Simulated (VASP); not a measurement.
# MnHg (Pm-3m) in VASP: further runs

Runs on MnHg. Level: r2SCAN. Tasks: single point.

Everything below comes from runs of VASP 6.6.1. Logs are shortened: lines on timing, memory, paths and dates and some standing lists are left out, and cuts for length are marked.

## 1. The crystal as given

The structure is cubic, space group Pm-3m (No. 221). The conventional cell has a = 3.315 Å, b = 3.315 Å, c = 3.315 Å, α = 90.00°, β = 90.00°, γ = 90.00°. Hg (site symmetry m-3m) has 8 Mn at 2.87 Å as nearest neighbours. Mn (site symmetry m-3m) has 8 Hg at 2.87 Å as nearest neighbours.

## 2. Single point, r2SCAN, collinear spin, ferromagnetic start

File INCAR:

```
SYSTEM = MnHg
  PREC = Accurate
  ENCUT = 600
  EDIFF = 1E-6
  ISMEAR = 1
  SIGMA = 0.15
  LREAL = .FALSE.
  LASPH = .TRUE.
  NELM = 100
  ALGO = Normal
  ISIF = 2
  LWAVE = .FALSE.
  LCHARG = .FALSE.
  ISPIN = 2
  MAGMOM = 0 4
  LORBIT = 11
  LMAXMIX = 4
  METAGGA = R2SCAN
  LMIXTAU = .TRUE.
  NBANDS = 24
  ADDGRID = .FALSE.
```

File KPOINTS:

```
regular mesh
0
G
  4 4 4
  0 0 0
```

File POSCAR:

```
MnHg
1.0
    3.3150000000      0.0000000000      0.0000000000
    0.0000000000      3.3150000000      0.0000000000
    0.0000000000      0.0000000000      3.3150000000
Hg Mn
1 1
Direct
   -0.0058010000      0.0109980000     -0.0122330000
    0.5154140000      0.4990250000      0.4770600000
```

Potentials or basis: VASP PAW PBE potentials, release 64 (Hg, Mn_pv).

Run with:

```
cat potpaw_PBE.64/Hg/POTCAR potpaw_PBE.64/Mn_pv/POTCAR > POTCAR
mpirun -np 1 vasp_std > vasp.out
```

OUTCAR:

```text
SYSTEM = MnHg
   PREC = Accurate
   ENCUT = 600
   EDIFF = 1E-6
   ISMEAR = 1
   LREAL = .FALSE.
   LASPH = .TRUE.
   NELM = 100
   ISIF = 2
   ISPIN = 2
   LORBIT = 11
   METAGGA = R2SCAN

 Found     36 irreducible k-points:

 Following reciprocal coordinates:
            Coordinates               Weight
  0.000000  0.000000  0.000000      1.000000
  0.250000  0.000000  0.000000      2.000000
  0.000000  0.250000  0.000000      2.000000
  0.000000  0.000000  0.250000      2.000000
  0.500000  0.000000  0.000000      1.000000
  0.000000  0.500000  0.000000      1.000000
   k-points           NKPTS =     36   k-points in BZ     NKDIM =     36   number of bands    NBANDS=     24
   number of dos      NEDOS =    301   number of ions     NIONS =      2
   total plane-waves  NPLWV =  21952
   dimension x,y,z NGX =    28 NGY =   28 NGZ =   28
   dimension x,y,z NGXF=    56 NGYF=   56 NGZF=   56
   ions per type =               1   1
   NGX,Y,Z   is equivalent  to a cutoff of  14.04, 14.04, 14.04 a.u.
   NGXF,Y,Z  is equivalent  to a cutoff of  28.08, 28.08, 28.08 a.u.
 SYSTEM =  MnHg
   PREC   = accura    normal or accurate (medium, high low for compatibility)
   ISTART =      0    job   : 0-new  1-cont  2-samecut
   ICHARG =      2    charge: 1-file 2-atom 10-const
   ISPIN  =      2    spin polarized calculation?
   LNONCOLLINEAR =      F non collinear calculations
   LSORBIT =      F    spin-orbit coupling
   LASPH  =      T    aspherical Exc in radial PAW
   ENCUT  =  600.0 eV  44.10 Ry    6.64 a.u.   6.62  6.62  6.62*2*pi/ulx,y,z
   NELM   =    100;   NELMIN=  2; NELMDL= -5     # of ELM steps
   EDIFF  = 0.1E-05   stopping-criterion for ELM
   LREAL  =      F    real-space projection
   EDIFFG = 0.1E-04   stopping-criterion for IOM
   NSW    =      0    number of steps for IOM
   IBRION =     -1    ionic relax: 0-MD 1-quasi-New 2-CG
   NFREE  =      0    steps in history (QN), initial steepest desc. (CG)
   ISIF   =      2    stress and relaxation
   ISYM   =      2    0-nonsym 1-usesym 2-fastsym
   POTIM  = 0.5000    time-step for ionic-motion
   TEBEG  =    0.0;   TEEND  =   0.0 temperature during run
   PSTRESS=    0.0 pullay stress
   NELECT =      25.0000    total number of electrons
   NUPDOWN=      -1.0000    fix difference up-down
   EMIN   =  10.00;   EMAX   =-10.00  energy-range for DOS
   EFERMI =   0.00;   METHOD = LEGACY
   ISMEAR =     1;   SIGMA  =   0.15  broadening in eV -4-tet -1-fermi 0-gaus
   EFERMI_NEDOS =   21; number of points for ismear=-14 and -15
   IALGO  =     38    algorithm
   IMIX   =      4    mixing-type and parameters
     AMIX     =   0.40;   BMIX     =  1.00
     AMIX_MAG =   1.60;   BMIX_MAG =  1.00
  volume/ion in A,a.u.               =      18.21       122.92
  Fermi-wavevector in a.u.,A,eV,Ry     =   1.444014  2.728790 28.370534  2.085175
  Thomas-Fermi vector in A             =   2.562356
   LORBIT       =     11    0 simple, 1 ext, 2 COOP (PROOUT), +10 PAW based schemes
   METAGGA = R2SCAN    functional components
   LHFCALC =     F    Hartree Fock is set to
   AEXX    =    0.0000 exact exchange contribution
   IVDW    =     0    specifies the selected vdW correction
   LEPSILON=     F    determine dielectric tensor
   LRPA    =     F    only Hartree local field effects (RPA)
 spin polarized calculation
 Methfessel and Paxton  Order N= 1 SIGMA  =   0.15
  energy-cutoff  :      600.00
  volume of cell :       36.43
 maximum number of plane-waves:      1234
 NGX is ok and might be reduce to    28
   NGX = 13   NGY = 13   NGZ = 13

 number of electron      25.0000007 magnetization       3.7097090

 Free energy of the ion-electron system (eV)
  ---------------------------------------------------
  ext. energy  EPLUGINS =         0.00000000
  ---------------------------------------------------
  free energy    TOTEN  =       -63.91835892 eV

  energy without entropy =      -63.92419946  energy(sigma->0) =      -63.92030577

 E-fermi :   5.7079     XC(G=0): -12.6384

 val. band max:        5.5960245103   @ k =  -0.2500   0.2500   0.5000
 cond. band min:       5.7151278483   @ k =   0.5000   0.5000   0.5000
 fundamental gap:      0.1191033379
 Fermi energy:         5.7078860416

 spin component 1

 k-point     1 :       0.0000    0.0000    0.0000
  band No.  band energies     occupation
      1     -47.0211      1.00000
      2     -47.0209      1.00000
      3     -47.0200      1.00000
      4      -4.4831      1.00000
      5      -3.1979      1.00000
      6      -3.1944      1.00000
[... 16 lines left out ...]
     23      23.3867      0.00000
     24      27.2151      0.00000
[... 112 lines left out ...]
      2     -47.0201      1.00000
      3     -47.0193      1.00000
      4      -3.0181      1.00000
      5      -2.8915      1.00000
      6      -2.3568      1.00000
[... 16 lines left out ...]
     23      19.5940      0.00000
     24      29.2897      0.00000

 [... further k-points ...]

 spin component 2

 k-point     1 :       0.0000    0.0000    0.0000
  band No.  band energies     occupation
      1     -41.6304      1.00000
      2     -41.6291      1.00000
      3     -41.6278      1.00000
      4      -4.6715      1.00000
      5      -3.2633      1.00000
      6      -3.2606      1.00000
[... 16 lines left out ...]
     23      23.3001      0.00000
     24      28.6283      0.00000
[... 112 lines left out ...]
      2     -41.6286      1.00000
      3     -41.6266      1.00000
      4      -3.2650      1.00000
      5      -3.0332      1.00000
      6      -2.3985      1.00000
[... 16 lines left out ...]
     23      19.4121      0.00000
     24      29.3921      0.00000

 [... further k-points ...]
[... 5 lines left out ...]
  --------------------------------------------------------------------------------------
  -------------------------------------------------------------------------------------
  Total       -0.3760661     -0.3513662     -0.3596215     -0.0435887      0.0209085     -0.0396312
  in kB      -16.5395662    -15.4532554    -15.8163253     -1.9170500      0.9195680     -1.7429980
  external PRESSURE =     -15.9363823 kB  Pullay stress =       0.0000000 kB

 VOLUME and BASIS-vectors are now :
 -----------------------------------------------------------------------------
  energy-cutoff  :      600.00
  volume of cell :       36.43
      direct lattice vectors                 reciprocal lattice vectors
     3.315000000  0.000000000  0.000000000     0.301659125  0.000000000  0.000000000
     0.000000000  3.315000000  0.000000000     0.000000000  0.301659125  0.000000000
     0.000000000  0.000000000  3.315000000     0.000000000  0.000000000  0.301659125

 POSITION                                       TOTAL-FORCE (eV/Angst)
 -----------------------------------------------------------------------------------
      3.29577      0.03646      3.27445         0.197114     -0.118289     -0.113471
      1.70860      1.65427      1.58145        -0.197114      0.118289      0.113471
 -----------------------------------------------------------------------------------
    total drift:                                0.012635      0.003501      0.018934

  FREE ENERGIE OF THE ION-ELECTRON SYSTEM (eV)
  ---------------------------------------------------
  free  energy   TOTEN  =       -63.9183589238 eV

  energy  without entropy=      -63.9241994568  energy(sigma->0) =      -63.92030577

 total charge

# of ion       s       p       d       tot
------------------------------------------
    1        0.810   0.544   9.252  10.607
    2        0.260   6.168   4.981  11.409
--------------------------------------------------
tot          1.070   6.712  14.233  22.016

 magnetization (x)

# of ion       s       p       d       tot
------------------------------------------
    1       -0.077  -0.124   0.038  -0.164
    2        0.025  -0.001   3.863   3.887
--------------------------------------------------
tot         -0.053  -0.125   3.901   3.723
```

stdout:

```text
POSCAR found type information on POSCAR HgMn
 POSCAR found :  2 types and       2 ions
 scaLAPACK will be used
 -----------------------------------------------------------------------------
|                                                                             |
|                                                                             |
|     You enforced a specific xc type in the INCAR file but a different       |
|     I HOPE YOU KNOW WHAT YOU ARE DOING!                                     |
|                                                                             |
 -----------------------------------------------------------------------------

 LDA part: xc-table for (None), standard interpolation
 POSCAR, INCAR and KPOINTS ok, starting setup
 FFT: planning ... GRIDC
 FFT: planning ... GRID_SOFT
 FFT: planning ... GRID
 WAVECAR not read
 entering main loop
```

Wall time 4.1 min (1 thread of Intel Xeon Platinum 8259CL at 2.50GHz (Skylake/Cascade Lake), shared host); peak memory 0.22 GiB.

The run converged, but some of its settings lie outside the range that counts as converged, so its numbers aren't taken as properties of the crystal.

Results:

| Quantity | Value |
| --- | --- |
| Free energy | -63.9184 eV |
| Pressure | -1.6 GPa |
| Largest force | 0.256 eV/Å |
| Band gap on the k mesh | none (metal or under the smearing width) |
| Net moment | 3.71 μB per cell |
| Site moments | Hg -0.16; Mn +3.89 μB |
| Valence electrons inside the program's atomic spheres | Hg 10.61; Mn 11.41 |

Caveat: the k mesh is coarse (spacing up to 0.47 Å⁻¹), so the values aren't converged; the PAW data sets were made with another functional, which shifts forces and pressure a little.

## 3. Single point, r2SCAN, collinear spin, ferromagnetic start

INCAR, as its differences from that of step 2:

```diff
@@ -2,3 +2,3 @@
   PREC = Accurate
-  ENCUT = 600
+  ENCUT = 300
   EDIFF = 1E-6
```

File KPOINTS:

```
regular mesh
0
G
  6 6 6
  0 0 0
```

File POSCAR:

```
MnHg
1.0
    3.3150000000      0.0000000000      0.0000000000
    0.0000000000      3.3150000000      0.0000000000
    0.0000000000      0.0000000000      3.3150000000
Hg Mn
1 1
Direct
    0.0000000000      0.0000000000      0.0000000000
    0.5000000000      0.5000000000      0.5000000000
```

Potentials or basis: VASP PAW PBE potentials, release 64 (Hg, Mn_pv).

Run with:

```
cat potpaw_PBE.64/Hg/POTCAR potpaw_PBE.64/Mn_pv/POTCAR > POTCAR
mpirun -np 1 vasp_std > vasp.out
```

Wall time 68 s (1 thread of Intel Xeon Platinum 8259CL at 2.50GHz (Skylake/Cascade Lake), shared host); peak memory 0.14 GiB.

These settings aren't checked as converged: the numbers below hold their error.

What came out:

| Item | Value |
| --- | --- |
| Free energy | -64.0689 eV |
| Band gap on the k mesh | none (metal or under the smearing width) |
| Net moment | 4.25 μB per cell |
| Site moments | Hg -0.06; Mn +4.17 μB |
| Valence electrons inside the program's atomic spheres | Hg 10.61; Mn 11.36 |

Caveat: the cutoff is under 1.25 times the usual one of these potentials, so pressure, stress and relaxed cells hold a basis-set (Pulay) error; the PAW data sets were made with another functional, which shifts forces and pressure a little.

## 4. Single point, r2SCAN, collinear spin, ferromagnetic start

INCAR is that of step 3.

KPOINTS is that of step 3.

File POSCAR:

```
MnHg
1.0
    3.3150000000      0.0000000000      0.0000000000
    0.0000000000      3.3150000000      0.0000000000
    0.0000000000      0.0000000000      3.3150000000
Hg Mn
1 1
Direct
   -0.0058010000      0.0109980000     -0.0122330000
    0.5154140000      0.4990250000      0.4770600000
```

Run with:

```
cat potpaw_PBE.64/Hg/POTCAR potpaw_PBE.64/Mn_pv/POTCAR > POTCAR
mpirun -np 1 vasp_std > vasp.out
```

Run time: 4.8 min. Hardware: 1 thread of Intel Xeon Platinum 8259CL at 2.50GHz (Skylake/Cascade Lake), shared host; peak memory 0.19 GiB.

These settings aren't checked as converged: the numbers below hold their error.

Results:

| Item | Value |
| --- | --- |
| Free energy | -64.0546 eV |
| Largest force | 0.312 eV/Å |
| Band gap on the k mesh | none (metal or under the smearing width) |
| Net moment | 4.25 μB per cell |
| Site moments | Hg -0.06; Mn +4.17 μB |
| Valence electrons inside the program's atomic spheres | Hg 10.61; Mn 11.37 |

Caveat: the cutoff is under 1.25 times the usual one of these potentials, so pressure, stress and relaxed cells hold a basis-set (Pulay) error; the PAW data sets were made with another functional, which shifts forces and pressure a little.
